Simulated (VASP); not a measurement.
# ZnC2O2 (P-3m1) in VASP: notebook

One crystal, ZnC2O2, is run at these levels: PBE, revPBE; tasks: single point.

Everything below comes from runs of VASP 6.6.1. Logs are shortened: lines on timing, memory, paths and dates and some standing lists are left out, and cuts for length are marked.

### 1 The structure

It takes space group P-3m1 (No. 164, trigonal). Conventional cell: a = 3.266 Å, b = 3.266 Å, c = 4.811 Å, α = 90.00°, β = 90.00°, γ = 120.00°. Around Zn (site symmetry -3m) lie 6 O at 2.15 Å. O (site symmetry 3m) is surrounded by 1 C at 1.15 Å. C (site symmetry 3m) is surrounded by 1 O at 1.15 Å.

The cell was built by a generator and needn't be a form met in nature.

### 2 Single point, PBE

Input file INCAR:

```
SYSTEM = ZnC2O2
PREC = Accurate ; ENCUT = 520
EDIFF = 1E-6 ; ISMEAR = -1
SIGMA = 0.1 ; LREAL = .False.
LASPH = .True. ; NELM = 80
ALGO = Fast ; ISIF = 2
LWAVE = .False. ; LCHARG = .True.
GGA = PE ; LELF = .True.
LVHAR = .True. ; NBANDS = 24
```

Input file KPOINTS:

```
Automatic mesh
0
Gamma
  6 6 4
  0 0 0
```

Input file POSCAR:

```
ZnC2O2
1.0
    3.2656430000      0.0000000000      0.0000000000
   -1.6328210000      2.8281310000      0.0000000000
    0.0000000000      0.0000000000      4.8105250000
Zn O C
1 2 2
Direct
    0.0000000000      0.0000000000      0.0000000000
    0.3333000000      0.6667000000      0.2153000000
    0.6667000000      0.3333000000      0.7847000000
    0.3333000000      0.6667000000      0.4537000000
    0.6667000000      0.3333000000      0.5463000000
```

Potentials or basis: VASP PAW PBE potentials, release 64 (Zn, O, C).

On the command line:

```sh
> cat potpaw_PBE.64/Zn/POTCAR potpaw_PBE.64/O/POTCAR potpaw_PBE.64/C/POTCAR > POTCAR
> mpirun -np 1 vasp_std > vasp.out
```

OUTCAR:

```text
SYSTEM = ZnC2O2
   PREC = Accurate
   ENCUT = 520
   EDIFF = 1E-6
   ISMEAR = -1
   LREAL = .False.
   LASPH = .True.
   NELM = 80
   ISIF = 2
   GGA = PE

 ion  position               nearest neighbor table
   1  0.000  0.000  0.000-   2 2.15   3 2.15   3 2.15   2 2.15   3 2.15   2 2.15
   2  0.333  0.667  0.215-   4 1.15   1 2.15   1 2.15   1 2.15
   3  0.667  0.333  0.785-   5 1.15   1 2.15   1 2.15   1 2.15
   4  0.333  0.667  0.454-   2 1.15   5 1.94   5 1.94   5 1.94
   5  0.667  0.333  0.546-   3 1.15   4 1.94   4 1.94   4 1.94

  LATTYP: Found a hexagonal cell.
 ALAT       =     3.2656430000
 C/A-ratio  =     1.4730713063

  Lattice vectors:

 A1 = (   3.2656430000,   0.0000000000,   0.0000000000)
 A2 = (  -1.6328210000,   2.8281310000,   0.0000000000)
 A3 = (   0.0000000000,   0.0000000000,   4.8105250000)

Analysis of symmetry for initial positions (statically):
=====================================================================
 Subroutine PRICEL returns:
 Original cell was already a primitive cell.

 Routine SETGRP: Setting up the symmetry group for a
 hexagonal supercell.

 Subroutine GETGRP returns: Found  4 space group operations
 (whereof  4 operations were pure point group operations)
 out of a pool of 24 trial point group operations.

The static configuration has the point symmetry C_2h.

Analysis of symmetry for dynamics (positions and initial velocities):
=====================================================================
 Subroutine PRICEL returns:
 Original cell was already a primitive cell.

 Routine SETGRP: Setting up the symmetry group for a
 hexagonal supercell.

 Subroutine GETGRP returns: Found  4 space group operations
 (whereof  4 operations were pure point group operations)
 out of a pool of 24 trial point group operations.

The dynamic configuration has the point symmetry C_2h.

 Subroutine INISYM returns: Found  4 space group operations
 (whereof  4 operations are pure point group operations),
 and found     1 'primitive' translations

----------------------------------------------------------------------------------------

                                     Primitive cell

  volume of cell :      44.4284

  direct lattice vectors                    reciprocal lattice vectors
     3.265643000  0.000000000  0.000000000     0.306218408  0.176795151  0.000000000
    -1.632821000  2.828131000  0.000000000     0.000000000  0.353590410  0.000000000
     0.000000000  0.000000000  4.810525000     0.000000000  0.000000000  0.207877519

  length of vectors
     3.265643000  3.265643791  4.810525000     0.353590496  0.353590410  0.207877519

  position of ions in fractional coordinates (direct lattice)
     0.000000000  0.000000000  0.000000000
     0.333300000  0.666700000  0.215300000
     0.666700000  0.333300000  0.784700000
     0.333300000  0.666700000  0.453700000
     0.666700000  0.333300000  0.546300000

  ion indices of the primitive-cell ions
   primitive index   ion index
                 1           1
                 2           2
                 3           3
                 4           4
                 5           5

----------------------------------------------------------------------------------------

 KPOINTS: Automatic mesh

Automatic generation of k-mesh.
 Grid dimensions read from file:
 generate k-points for:    6    6    4

 Generating k-lattice:

  Cartesian coordinates                     Fractional coordinates (reciprocal lattice)
     0.051036401  0.029465858  0.000000000     0.166666667  0.000000000  0.000000000
     0.000000000  0.058931735  0.000000000     0.000000000  0.166666667  0.000000000
     0.000000000  0.000000000  0.051969380     0.000000000  0.000000000  0.250000000

  Length of vectors
     0.058931749  0.058931735  0.051969380

  Shift w.r.t. Gamma in fractional coordinates (k-lattice)
     0.000000000  0.000000000  0.000000000

 Subroutine IBZKPT returns following result:
 ===========================================

 Found     47 irreducible k-points:

 Following reciprocal coordinates:
            Coordinates               Weight
  0.000000  0.000000  0.000000      1.000000
  0.166667  0.000000  0.000000      4.000000
 -0.166667  0.166667  0.000000      2.000000
  0.333333 -0.000000  0.000000      4.000000
 -0.333333  0.333333  0.000000      2.000000
  0.500000 -0.000000  0.000000      2.000000
[... 16 lines left out ...]
  0.500000 -0.000000  0.250000      4.000000
  0.500000  0.500000  0.250000      2.000000
 [... further k-points ...]
   k-points           NKPTS =     47   k-points in BZ     NKDIM =     47   number of bands    NBANDS=     24
   number of dos      NEDOS =    301   number of ions     NIONS =      5
   total plane-waves  NPLWV =  20736
   dimension x,y,z NGX =    24 NGY =   24 NGZ =   36
   dimension x,y,z NGXF=    48 NGYF=   48 NGZF=   72
   ions per type =               1   2   2
   NGX,Y,Z   is equivalent  to a cutoff of  12.22, 12.22, 12.44 a.u.
   NGXF,Y,Z  is equivalent  to a cutoff of  24.44, 24.44, 24.88 a.u.
 SYSTEM =  ZnC2O2
   PREC   = accura    normal or accurate (medium, high low for compatibility)
   ISTART =      0    job   : 0-new  1-cont  2-samecut
   ICHARG =      2    charge: 1-file 2-atom 10-const
   ISPIN  =      1    spin polarized calculation?
   LNONCOLLINEAR =      F non collinear calculations
   LSORBIT =      F    spin-orbit coupling
   LASPH  =      T    aspherical Exc in radial PAW
   ENCUT  =  520.0 eV  38.22 Ry    6.18 a.u.   6.07  6.07  8.94*2*pi/ulx,y,z
   NELM   =     80;   NELMIN=  2; NELMDL= -5     # of ELM steps
   EDIFF  = 0.1E-05   stopping-criterion for ELM
   LREAL  =      F    real-space projection
   EDIFFG = 0.1E-04   stopping-criterion for IOM
   NSW    =      0    number of steps for IOM
   IBRION =     -1    ionic relax: 0-MD 1-quasi-New 2-CG
   NFREE  =      0    steps in history (QN), initial steepest desc. (CG)
   ISIF   =      2    stress and relaxation
   ISYM   =      2    0-nonsym 1-usesym 2-fastsym
   POTIM  = 0.5000    time-step for ionic-motion
   TEBEG  =    0.0;   TEEND  =   0.0 temperature during run
   PSTRESS=    0.0 pullay stress
   NELECT =      32.0000    total number of electrons
   NUPDOWN=      -1.0000    fix difference up-down
   EMIN   =  10.00;   EMAX   =-10.00  energy-range for DOS
   EFERMI =   0.00;   METHOD = LEGACY
   ISMEAR =    -1;   SIGMA  =   0.10  broadening in eV -4-tet -1-fermi 0-gaus
   EFERMI_NEDOS =   21; number of points for ismear=-14 and -15
   IALGO  =     68    algorithm
   IMIX   =      4    mixing-type and parameters
     AMIX     =   0.40;   BMIX     =  1.00
     AMIX_MAG =   1.60;   BMIX_MAG =  1.00
  volume/ion in A,a.u.               =       8.89        59.96
  Fermi-wavevector in a.u.,A,eV,Ry     =   1.467477  2.773129 29.299987  2.153488
  Thomas-Fermi vector in A             =   2.583090
   LORBIT       =      0    0 simple, 1 ext, 2 COOP (PROOUT), +10 PAW based schemes
   GGA     = PE    functional components
   LHFCALC =     F    Hartree Fock is set to
   AEXX    =    0.0000 exact exchange contribution
   IVDW    =     0    specifies the selected vdW correction
   LEPSILON=     F    determine dielectric tensor
   LRPA    =     F    only Hartree local field effects (RPA)
 non-spin polarized calculation
 RMM-DIIS sequential band-by-band and
  energy-cutoff  :      520.00
  volume of cell :       44.43
 maximum number of plane-waves:      1218
   NGX = 13   NGY = 13   NGZ = 17

 number of electron      32.0000040 magnetization

 Free energy of the ion-electron system (eV)
  ---------------------------------------------------
  ext. energy  EPLUGINS =         0.00000000
  ---------------------------------------------------
  free energy    TOTEN  =       -26.43105934 eV

  energy without entropy =      -26.39038477  energy(sigma->0) =      -26.41072206

 E-fermi :   6.3367     XC(G=0): -11.4818

 val. band max:        6.2602281404   @ k =   0.3333  -0.0000   0.5000
 cond. band min:       6.3382374790   @ k =  -0.1667   0.1667   0.5000
 fundamental gap:      0.0780093385
 Fermi energy:         6.3367327430

 k-point     1 :       0.0000    0.0000    0.0000
  band No.  band energies     occupation
      1     -19.9017      2.00000
      2     -19.0217      2.00000
      3      -7.7771      2.00000
      4      -3.7184      2.00000
      5      -3.5918      2.00000
      6      -3.5916      2.00000
[... 16 lines left out ...]
     23      15.3900      0.00000
     24      16.9732      0.00000

 k-point     2 :       0.1667    0.0000    0.0000
  band No.  band energies     occupation
      1     -19.7875      2.00000
      2     -19.0165      2.00000
      3      -7.4825      2.00000
      4      -4.2103      2.00000
      5      -3.8999      2.00000
      6      -3.5583      2.00000
[... 16 lines left out ...]
     23      15.7342      0.00000
     24      18.0424      0.00000

 k-point     3 :      -0.1667    0.1667    0.0000
  band No.  band energies     occupation
      1     -19.7875      2.00000
      2     -19.0165      2.00000
      3      -7.4825      2.00000
      4      -4.2104      2.00000
      5      -3.8993      2.00000
      6      -3.5584      2.00000
[... 16 lines left out ...]
     23      15.7334      0.00000
     24      18.0442      0.00000
[... 514 lines left out ...]
 k-point    23 :       0.5000   -0.0000    0.2500
  band No.  band energies     occupation
      1     -19.3102      2.00000
      2     -19.1156      2.00000
      3      -6.4131      2.00000
      4      -5.9597      2.00000
      5      -4.6283      2.00000
      6      -3.7656      2.00000
[... 16 lines left out ...]
     23      16.6075      0.00000
     24      17.4836      0.00000

 k-point    24 :       0.5000    0.5000    0.2500
  band No.  band energies     occupation
      1     -19.3104      2.00000
      2     -19.1154      2.00000
      3      -6.4133      2.00000
      4      -5.9586      2.00000
      5      -4.6288      2.00000
      6      -3.7653      2.00000
[... 16 lines left out ...]
     23      16.6058      0.00000
     24      17.4835      0.00000

 [... further k-points ...]

------------------------ aborting loop because EDIFF is reached ----------------------------------------

  FORCE on cell =-STRESS in cart. coord.  units (eV):
  Direction    XX          YY          ZZ          XY          YZ          ZX
  --------------------------------------------------------------------------------------
  -------------------------------------------------------------------------------------
  Total       -2.3680649     -2.3700401     44.0095768     -0.0017092      0.0001126     -0.0001951
  in kB      -85.3971717    -85.4684000   1587.0736117     -0.0616377      0.0040623     -0.0070352
  external PRESSURE =     472.0693467 kB  Pullay stress =       0.0000000 kB

 VOLUME and BASIS-vectors are now :
 -----------------------------------------------------------------------------
  energy-cutoff  :      520.00
  volume of cell :       44.43
      direct lattice vectors                 reciprocal lattice vectors
     3.265643000  0.000000000  0.000000000     0.306218408  0.176795151  0.000000000
    -1.632821000  2.828131000  0.000000000     0.000000000  0.353590410  0.000000000
     0.000000000  0.000000000  4.810525000     0.000000000  0.000000000  0.207877519

 POSITION                                       TOTAL-FORCE (eV/Angst)
 -----------------------------------------------------------------------------------
      0.00000      0.00000      0.00000         0.000000      0.000000      0.000000
     -0.00016      1.88551      1.03571         0.001423     -0.000821    -16.665638
      1.63298      0.94262      3.77482        -0.001423      0.000821     16.665638
     -0.00016      1.88551      2.18254        -0.000757      0.000437     11.550450
      1.63298      0.94262      2.62799         0.000757     -0.000437    -11.550450
 -----------------------------------------------------------------------------------
    total drift:                                0.000000      0.000000     -0.000000

  FREE ENERGIE OF THE ION-ELECTRON SYSTEM (eV)
  ---------------------------------------------------
  free  energy   TOTEN  =       -26.4310593442 eV

  energy  without entropy=      -26.3903847731  energy(sigma->0) =      -26.41072206
```

It took 21 s on 1 thread of AMD EPYC 9R45 (Zen 5), shared host; peak memory 0.15 GiB.

Results:

```yaml
Free_energy: -26.4311 eV
Pressure: 47.2 GPa
Largest_force: 16.666 eV/Å
Band_gap_on_the_k_mesh: none (metal or under the smearing width)
```

Forces in eV/Å, atoms in the order of the input:
```
Zn    0.000   0.000   0.000
O     0.001  -0.001 -16.666
O    -0.001   0.001  16.666
C    -0.001   0.000  11.550
C     0.001   0.000 -11.550
```

Levels at points of the mesh, in eV from the Fermi level:
```tsv
k point	band 13	band 14	band 15	band 16	band 17	band 18	band 19	band 20
(0.00, 0.00, 0.00)	-7.09	-7.09	-1.37	0.32	0.32	1.67	4.30	4.31
(0.50, 0.00, 0.00)	-5.95	-5.46	-4.20	-1.24	0.79	2.23	5.00	6.23
(0.50, 0.50, 0.00)	-5.95	-5.46	-4.20	-1.24	0.79	2.23	5.00	6.23
(0.00, 0.00, 0.50)	-6.06	-6.06	-1.28	0.03	0.03	1.35	4.03	4.03
(0.50, 0.00, 0.50)	-6.94	-6.54	-4.17	-0.12	0.59	2.17	6.03	6.24
(0.50, 0.50, 0.50)	-6.94	-6.54	-4.17	-0.12	0.59	2.17	6.04	6.24
```

Caveat: the k mesh is coarse (spacing up to 0.37 Å⁻¹), so the values aren't converged; a pressure of tens of GPa on the cell as given is suspect, and the run, the potentials or the cell itself is likely at fault; the standard files for N, O and F lose accuracy on very short bonds; forces of over 1 eV/Å show positions far from the minimum, so gaps and moduli don't describe the material at rest.

### 3 Single point, PBE

Edit INCAR of step 2 so:

```diff
@@ -5,3 +5,3 @@
 LASPH = .True. ; NELM = 80
-ALGO = Fast ; ISIF = 2
+ALGO = Normal ; ISIF = 2
 LWAVE = .False. ; LCHARG = .True.
```

Input file KPOINTS:

```
regular mesh
0
Gamma
  6 6 4
  0 0 0
```

POSCAR is that of step 2.

Potentials or basis: VASP PAW PBE potentials, release 64 (Zn, O, C).

On the command line:

```sh
> cat potpaw_PBE.64/Zn/POTCAR potpaw_PBE.64/O/POTCAR potpaw_PBE.64/C/POTCAR > POTCAR
> mpirun -np 1 vasp_std > vasp.out
```

It took 18 s on 1 thread of AMD EPYC 9R45 (Zen 5), shared host; peak memory 0.15 GiB.

It converged, with:

```
Free energy            : -26.4311 eV
Pressure               : 47.3 GPa
Largest force          : 16.669 eV/Å
Band gap on the k mesh : none (metal or under the smearing width)
```

Forces on the atoms (eV/Å):
```
Zn    0.000   0.000   0.000
O     0.001  -0.001 -16.669
O    -0.001   0.001  16.669
C    -0.001   0.000  11.551
C     0.001   0.000 -11.551
```

Stress tensor (GPa, compression positive):
```
 -8.48  -0.01   0.00
 -0.01  -8.48   0.00
  0.00   0.00 158.77
```

Levels at points of the mesh, in eV from the Fermi level:
```
           k point  band 14  band 15  band 16  band 17  band 18  band 19
(0.00, 0.00, 0.00)    -7.09    -1.37     0.32     0.32     1.67     4.30
(0.50, 0.00, 0.00)    -5.46    -4.20    -1.24     0.79     2.23     5.00
(0.50, 0.50, 0.00)    -5.46    -4.20    -1.24     0.79     2.23     5.00
(0.00, 0.00, 0.50)    -6.06    -1.28     0.03     0.03     1.35     4.03
(0.50, 0.00, 0.50)    -6.54    -4.17    -0.12     0.59     2.17     6.03
(0.50, 0.50, 0.50)    -6.54    -4.17    -0.12     0.59     2.17     6.04
```

Caveat: the k mesh is coarse (spacing up to 0.37 Å⁻¹), so the values aren't converged; a pressure of tens of GPa on the cell as given is suspect, and the run, the potentials or the cell itself is likely at fault; the standard files for N, O and F lose accuracy on very short bonds; forces of over 1 eV/Å show positions far from the minimum, so gaps and moduli don't describe the material at rest.

### 4 Single point, revPBE

Input file INCAR:

```
SYSTEM = ZnC2O2
PREC = Accurate
ENCUT = 520
EDIFF = 1E-7
ISMEAR = -1
SIGMA = 0.1
LREAL = .FALSE.
LASPH = .TRUE.
NELM = 100
ALGO = Normal
ISIF = 2
LWAVE = .FALSE.
LCHARG = .FALSE.
GGA = RE
NBANDS = 24
```

Input file KPOINTS:

```
regular mesh
0
G
  6 6 4
  0 0 0
```

POSCAR is that of step 3.

On the command line:

```sh
> cat potpaw_PBE.64/Zn/POTCAR potpaw_PBE.64/O/POTCAR potpaw_PBE.64/C/POTCAR > POTCAR
> mpirun -np 1 vasp_std > vasp.out
```

Wall time 19 s (1 thread of AMD EPYC 9R45 (Zen 5), shared host); peak memory 0.15 GiB.

It converged, with:

```
Free energy            : -24.5971 eV
Pressure               : 51.2 GPa
Largest force          : 16.913 eV/Å
Band gap on the k mesh : none (metal or under the smearing width)
```

Forces on the atoms (eV/Å):
```
Zn    0.000   0.000   0.000
O     0.001  -0.001 -16.913
O    -0.001   0.001  16.913
C    -0.001   0.000  11.803
C     0.001   0.000 -11.803
```

Stress tensor (GPa, compression positive):
```
 -5.23  -0.01   0.00
 -0.01  -5.24   0.00
  0.00   0.00 163.95
```

Levels at points of the mesh, in eV from the Fermi level:
```tsv
k point	band 12	band 13	band 14	band 15	band 16	band 17	band 18	band 19	band 20	band 21
(0.00, 0.00, 0.00)	-7.40	-7.11	-7.11	-1.38	0.31	0.31	1.72	4.32	4.32	4.66
(0.50, 0.00, 0.00)	-7.38	-5.98	-5.48	-4.22	-1.25	0.81	2.29	5.07	6.32	7.70
(0.50, 0.50, 0.00)	-7.38	-5.98	-5.49	-4.22	-1.25	0.81	2.29	5.07	6.32	7.70
(0.00, 0.00, 0.50)	-7.93	-6.08	-6.08	-1.28	0.02	0.03	1.36	4.04	4.05	4.18
(0.50, 0.00, 0.50)	-7.44	-6.97	-6.56	-4.21	-0.13	0.62	2.22	6.08	6.35	6.89
(0.50, 0.50, 0.50)	-7.44	-6.97	-6.56	-4.21	-0.14	0.62	2.21	6.08	6.35	6.89
```

Caveat: the k mesh is coarse (spacing up to 0.37 Å⁻¹), so the values aren't converged; a pressure of tens of GPa on the cell as given is suspect, and the run, the potentials or the cell itself is likely at fault; the standard files for N, O and F lose accuracy on very short bonds; the PAW data sets were made with another functional, which shifts forces and pressure a little.
